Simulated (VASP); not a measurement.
# B3C (Im-3m) in VASP: relaxation of cell and atoms with PBE

Aim: the relaxation of cell and atoms of B3C with PBE.

All numbers are computed with VASP 6.6.1; they aren't measurements. Logs are shortened: lines on timing, memory, paths and dates and some standing lists are left out, and cuts for length are marked.

### Step 1. Starting point

It takes space group Im-3m (No. 229, cubic). Conventional cell: a = 4.432 Å, b = 4.432 Å, c = 4.432 Å, α = 90.00°, β = 90.00°, γ = 90.00°. B (site symmetry 4/mmm) has 4 B at 2.22 Å and 2 C at 2.22 Å as nearest neighbours. Around C (site symmetry m-3m) lie 6 B at 2.22 Å.

The cell was built by a generator and needn't be a form met in nature.

### Step 2. Relaxation of cell and atoms, PBE

File INCAR:

```
SYSTEM = B3C
PREC = Normal
ENCUT = 520
EDIFF = 1E-4
ISMEAR = 0
SIGMA = 0.15
LREAL = .False.
LASPH = .True.
NELM = 60
ALGO = Fast
ISIF = 3
LWAVE = .False.
LCHARG = .False.
GGA = PE
IBRION = 2
NSW = 24
EDIFFG = -0.08
```

File KPOINTS:

```
Automatic mesh
0
Gamma
  7 7 7
  0 0 0
```

File POSCAR:

```
B3C
1.0
   -2.2162223600      2.2162223600      2.2162223600
    2.2162223600     -2.2162223600      2.2162223600
    2.2162223600      2.2162223600     -2.2162223600
B C
3 1
Direct
    0.0000000000      0.5000000000      0.5000000000
    0.5000000000      0.0000000000      0.5000000000
    0.5000000000      0.5000000000      0.0000000000
    0.0000000000      0.0000000000      0.0000000000
```

Potentials or basis: VASP PAW PBE potentials, release 64 (B, C).

Started as:

```console
> cat potpaw_PBE.64/B/POTCAR potpaw_PBE.64/C/POTCAR > POTCAR
> mpirun -np 1 vasp_std > vasp.out
```

OUTCAR:

```text
SYSTEM = B3C
   PREC = Normal
   ENCUT = 520
   EDIFF = 1E-4
   ISMEAR = 0
   LREAL = .False.
   LASPH = .True.
   NELM = 60
   ISIF = 3
   GGA = PE
   IBRION = 2
   NSW = 24
   EDIFFG = -0.08

 ion  position               nearest neighbor table
   1  0.000  0.500  0.500-
   2  0.500  0.000  0.500-
   3  0.500  0.500  0.000-
   4  0.000  0.000  0.000-

  LATTYP: Found a body centered cubic cell.
 ALAT       =     4.4324447200

  Lattice vectors:

 A1 = (  -2.2162223600,   2.2162223600,   2.2162223600)
 A2 = (   2.2162223600,  -2.2162223600,   2.2162223600)
 A3 = (   2.2162223600,   2.2162223600,  -2.2162223600)

Analysis of symmetry for initial positions (statically):
=====================================================================
 Subroutine PRICEL returns:
 Original cell was already a primitive cell.

 Routine SETGRP: Setting up the symmetry group for a
 body centered cubic supercell.

 Subroutine GETGRP returns: Found 48 space group operations
 (whereof 48 operations were pure point group operations)
 out of a pool of 48 trial point group operations.

The static configuration has the point symmetry O_h .

Analysis of symmetry for dynamics (positions and initial velocities):
=====================================================================
 Subroutine PRICEL returns:
 Original cell was already a primitive cell.

 Routine SETGRP: Setting up the symmetry group for a
 body centered cubic supercell.

 Subroutine GETGRP returns: Found 48 space group operations
 (whereof 48 operations were pure point group operations)
 out of a pool of 48 trial point group operations.

The dynamic configuration has the point symmetry O_h .

 Subroutine INISYM returns: Found 48 space group operations
 (whereof 48 operations are pure point group operations),
 and found     1 'primitive' translations

----------------------------------------------------------------------------------------

                                     Primitive cell

  volume of cell :      43.5412

  direct lattice vectors                    reciprocal lattice vectors
    -2.216222360  2.216222360  2.216222360     0.000000000  0.225609131  0.225609131
     2.216222360 -2.216222360  2.216222360     0.225609131  0.000000000  0.225609131
     2.216222360  2.216222360 -2.216222360     0.225609131  0.225609131  0.000000000

  length of vectors
     3.838609728  3.838609728  3.838609728     0.319059492  0.319059492  0.319059492

[... 68 lines left out ...]
   NGXF,Y,Z  is equivalent  to a cutoff of  20.79, 20.79, 20.79 a.u.
 SYSTEM =  B3C
   PREC   = normal    normal or accurate (medium, high low for compatibility)
   ISTART =      0    job   : 0-new  1-cont  2-samecut
   ICHARG =      2    charge: 1-file 2-atom 10-const
   ISPIN  =      1    spin polarized calculation?
   LNONCOLLINEAR =      F non collinear calculations
   LSORBIT =      F    spin-orbit coupling
   LASPH  =      T    aspherical Exc in radial PAW
   ENCUT  =  520.0 eV  38.22 Ry    6.18 a.u.   7.14  7.14  7.14*2*pi/ulx,y,z
   NELM   =     60;   NELMIN=  2; NELMDL= -5     # of ELM steps
   EDIFF  = 0.1E-03   stopping-criterion for ELM
   LREAL  =      F    real-space projection
   EDIFFG = -.8E-01   stopping-criterion for IOM
   NSW    =     24    number of steps for IOM
   IBRION =      2    ionic relax: 0-MD 1-quasi-New 2-CG
   NFREE  =      1    steps in history (QN), initial steepest desc. (CG)
   ISIF   =      3    stress and relaxation
   ISYM   =      2    0-nonsym 1-usesym 2-fastsym
   POTIM  = 0.5000    time-step for ionic-motion
   TEBEG  =    0.0;   TEEND  =   0.0 temperature during run
   PSTRESS=    0.0 pullay stress
   NELECT =      13.0000    total number of electrons
   NUPDOWN=      -1.0000    fix difference up-down
   EMIN   =  10.00;   EMAX   =-10.00  energy-range for DOS
   EFERMI =   0.00;   METHOD = LEGACY
   ISMEAR =     0;   SIGMA  =   0.15  broadening in eV -4-tet -1-fermi 0-gaus
   EFERMI_NEDOS =   21; number of points for ismear=-14 and -15
   IALGO  =     68    algorithm
   IMIX   =      4    mixing-type and parameters
     AMIX     =   0.40;   BMIX     =  1.00
     AMIX_MAG =   1.60;   BMIX_MAG =  1.00
  volume/ion in A,a.u.               =      10.89        73.46
  Fermi-wavevector in a.u.,A,eV,Ry     =   1.094181  2.067703 16.289340  1.197233
  Thomas-Fermi vector in A             =   2.230481
   LORBIT       =      0    0 simple, 1 ext, 2 COOP (PROOUT), +10 PAW based schemes
   GGA     = PE    functional components
   LHFCALC =     F    Hartree Fock is set to
   AEXX    =    0.0000 exact exchange contribution
   IVDW    =     0    specifies the selected vdW correction
   LEPSILON=     F    determine dielectric tensor
   LRPA    =     F    only Hartree local field effects (RPA)
 conjugate gradient relaxation of ions
 non-spin polarized calculation
 RMM-DIIS sequential band-by-band and
 Gauss-broadening in eV      SIGMA  =   0.15
  energy-cutoff  :      520.00
  volume of cell :       43.54
 maximum number of plane-waves:      1189
   NGX = 15   NGY = 15   NGZ = 15

--------------------------------------- Ionic step        1  -------------------------------------------

 number of electron      13.0000002 magnetization

 Free energy of the ion-electron system (eV)
  ---------------------------------------------------
  ext. energy  EPLUGINS =         0.00000000
  ---------------------------------------------------
  free energy    TOTEN  =       -19.51431072 eV

  energy without entropy =      -19.50313814  energy(sigma->0) =      -19.50872443

 E-fermi :   2.7826     XC(G=0): -10.5205

 val. band max:        2.7215261935   @ k =   0.2857   0.1429   0.1429
 cond. band min:       2.9362481191   @ k =  -0.2857   0.2857   0.2857
 fundamental gap:      0.2147219255
 Fermi energy:         2.7825899148

 k-point     1 :       0.0000    0.0000    0.0000
  band No.  band energies     occupation
      1      -9.7630      2.00000
      2      -0.9845      2.00000
      3       0.8666      2.00000
      4       0.8666      2.00000
      5       0.8666      2.00000
      6       1.8040      2.00000
      7       1.8040      2.00000
      8       1.8040      2.00000
      9       3.4755      0.00000
     10       3.4755      0.00000
[... 320 lines left out ...]
--------------------------------------- Ionic step        3  -------------------------------------------

 number of electron      12.9999999 magnetization

 Free energy of the ion-electron system (eV)
  ---------------------------------------------------
  ext. energy  EPLUGINS =         0.00000000
  ---------------------------------------------------
  free energy    TOTEN  =       -23.78093563 eV

  energy without entropy =      -23.76232789  energy(sigma->0) =      -23.77163176

 E-fermi :   8.0544     XC(G=0): -12.7716

 val. band max:        7.6669953456   @ k =  -0.2857   0.2857   0.2857
 cond. band min:       8.0571752343   @ k =  -0.4286  -0.4286   0.2857
 fundamental gap:      0.3901798887
 Fermi energy:         8.0543957419

 k-point     1 :       0.0000    0.0000    0.0000
  band No.  band energies     occupation
      1      -9.6373      2.00000
      2       4.1817      2.00000
      3       4.1817      2.00000
      4       4.1817      2.00000
      5       5.8193      2.00000
      6       5.8193      2.00000
      7       5.8193      2.00000
      8       6.8862      2.00000
      9      12.7960      0.00000
     10      12.7960      0.00000
[... 276 lines left out ...]
  FREE ENERGIE OF THE ION-ELECTRON SYSTEM (eV)
  ---------------------------------------------------
  free  energy   TOTEN  =       -23.7809356289 eV

  energy  without entropy=      -23.7623278917  energy(sigma->0) =      -23.77163176

 reached required accuracy - stopping structural energy minimisation
```

Run time: 6.6 s. Hardware: 1 thread of Intel Xeon Platinum 8488C (Sapphire Rapids), shared host; peak memory 0.13 GiB.

What came out:

```yaml
Free_energy: -23.7809 eV
Relaxed_volume: 6.32 Å³/atom
Relaxed_cell: a = 3.202 Å, b = 3.202 Å, c = 3.202 Å, α = 109.47°, β = 109.47°, γ = 109.47°
Space_group_after_relaxing_to_0.05_Å: Im-3m (No. 229)
Energy_gained_by_relaxing: 1066.7 meV/atom
Ionic_steps: 3
Pressure_after_relaxing: -1.3 GPa
Band_gap_on_the_k_mesh: none (metal or under the smearing width)
```

Step by step:
```
step  energy change (eV)  largest force (eV/Å)  pressure (GPa)  volume (Å³)
   1              0.0000                0.0000          -47.14        43.54
   2             -4.2261                0.0000          -10.41        26.32
   3             -4.2666                0.0000           -1.35        25.26
```

Final structure:
```yaml
crystal:
  lattice:
    - [-1.84840, 1.84840, 1.84840]
    - [1.84840, -1.84840, 1.84840]
    - [1.84840, 1.84840, -1.84840]
  atoms:
    - { symbol: B, position: [0.00000, 0.50000, 0.50000] }
    - { symbol: B, position: [0.50000, 0.00000, 0.50000] }
    - { symbol: B, position: [0.50000, 0.50000, 0.00000] }
    - { symbol: C, position: [0.00000, 0.00000, 0.00000] }
```

Caveat: the volume moved by over 15 % at a fixed basis, so the end points are rough; the relaxation stopped at a loose force limit of 0.08 eV/Å, so its end isn't a converged minimum.
